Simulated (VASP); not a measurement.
VASP runs on KI (rock salt) share one base input (PBE GGA, plane waves, VASP's PBE PAW potentials (set 64)) and change the settings named in each case.

INCAR:
```
PREC=Accurate
LMAXMIX=4   # l cut-off of mixed one-centre charges
SYSTEM=KI
SIGMA=0.05   # width (eV)
NELM=100   # most electronic steps
LREAL=F   # projection in real space or not
EDIFF=1E-6
ISMEAR=0   # Gaussian
GGA=PE   # PBE
ISIF=2   # forces and stress, cell fixed
ENCUT=400
ALGO=Normal   # blocked Davidson
LASPH=T   # aspherical one-centre terms
LWAVE=F
LCHARG=F
```

KPOINTS:
```
K-points
0
G
  6 6 6
```

POSCAR:
```
KI
1
    0.0000000000     3.6057000000     3.6057000000
    3.6057000000     0.0000000000     3.6057000000
    3.6057000000     3.6057000000     0.0000000000
K I
1 1
Direct
  0.0000000000   0.0000000000   0.0000000000
  0.5000000000   0.5000000000   0.5000000000
```

POTCAR, in this order: K_sv I (PBE.64 set). Program: vasp_std.

```tsv
change	E(σ→0) (eV/atom)	pressure (GPa)	gap on the mesh (eV)	plane waves
base run	-2.7824	-0.11	3.83	1724
ENCUT = 175	-2.7914	-3.15	3.87	531
ENCUT = 475	-2.7824	-0.10	3.83	2229
ENCUT = 500	-2.7824	-0.11	3.83	2421
ENCUT = 650	-2.7826	-0.10	3.83	3548
ENCUT = 675	-2.7826	-0.09	3.83	3765
ENCUT = 700	-2.7826	-0.09	3.83	3984
ENCUT = 775	-2.7826	-0.10	3.83	4621
```
 Unless said otherwise, spin-orbit coupling is left out, though it shifts the bands of the heavy elements here.

Left out are runs that ran out of time, are held back, or changed the cell or the kind of run, fixed moments of cells without a moment, rows past the twelfth, gaps on odd meshes, pressures of charged cells and columns that move by less than the noise.

The compound is KI in the rock salt structure. The cell was not relaxed at this level.
